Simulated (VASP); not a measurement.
Method: PBE GGA with D3 dispersion (zero damping), VASP's PBE PAW potentials (set 64) (plane waves; VASP).

A VASP calculation is set up with these files.

### KPOINTS
```
Automatic mesh
0
Gamma
7 7 7
0 0 0
```

### INCAR
```
ALGO = Normal
EDIFF = 1E-6
EDIFFG = -0.02
ENCUT = 520
GGA = PE
IBRION = 2
ISIF = 3
ISMEAR = 0
IVDW = 11
LASPH = .True.
LCHARG = .False.
LMAXMIX = 4
LREAL = .False.
LWAVE = .False.
NELM = 100
NSW = 60
PREC = Accurate
SIGMA = 0.05
SYSTEM = TiO2
```

POSCAR:
```
TiO2
1.0
 -1.9005252268   1.9005252268   4.7837407087
  1.9005252268  -1.9005252268   4.7837407087
  1.9005252268   1.9005252268  -4.7837407087
Ti O
2 4
Direct
  0.7500000000   0.2500000000   0.5000000000
  0.0000000000   0.0000000000   0.0000000000
  0.5416770739   0.0416770739   0.5000000000
  0.7916770739   0.7916770739   0.0000000000
  0.2083229261   0.2083229261   0.0000000000
  0.9583229261   0.4583229261   0.5000000000
```

POTCAR, in this order: Ti_sv O (PBE.64 set). Program: vasp_std.

Q: What will the output report for the number of irreducible k-points (NKPTS), largest plane-wave count, number of space-group operations, FFT grid (NGX, NGY, NGZ)?

A: 
- number of irreducible k-points (NKPTS) = 40
- largest plane-wave count = 1874
- number of space-group operations = 16
- FFT grid (NGX, NGY, NGZ) = 42 × 42 × 42

The compound is TiO2 in the anatase structure, one of several forms; rutile is the usual stable one. It was relaxed first. The start is the result of an earlier pass.
